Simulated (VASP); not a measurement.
Data:

```
WSe2
1.0
    3.27816     0.00000     0.00000
   -1.63908     2.83897     0.00000
    0.00000     0.00000    25.85270
W Se
2 4
Direct
  0.66667   0.33333   0.37459
  0.33333   0.66667   0.62541
  0.33333   0.66667   0.43973
  0.33333   0.66667   0.30945
  0.66667   0.33333   0.69055
  0.66667   0.33333   0.56027
```

These are HSE06 screened hybrid (exact exchange on a k-mesh reduced by 3x3x1), VASP's PBE PAW potentials (set 64) (plane waves; VASP) values and carry that method's errors. Numerical set-up: PREC = Normal, EDIFF = 1E-5, 400 eV cut-off, 12×12×1 Γ-centred mesh, Gaussian smearing of 0.050 eV, potentials W Se.

Exact exchange is summed on a reduced mesh (NKRED).

### Question
Estimate the energy per atom (σ→0), largest force.

### Answer

The energy per atom (σ→0) comes out as -8.655 eV/atom. The largest force is 0.671 eV/Å.

Only differences to runs with the same potentials and settings are physical.

The cell is a sheet with vacuum, built from WSe2 (2H layered). The cell's shape comes from a PBE relaxation.
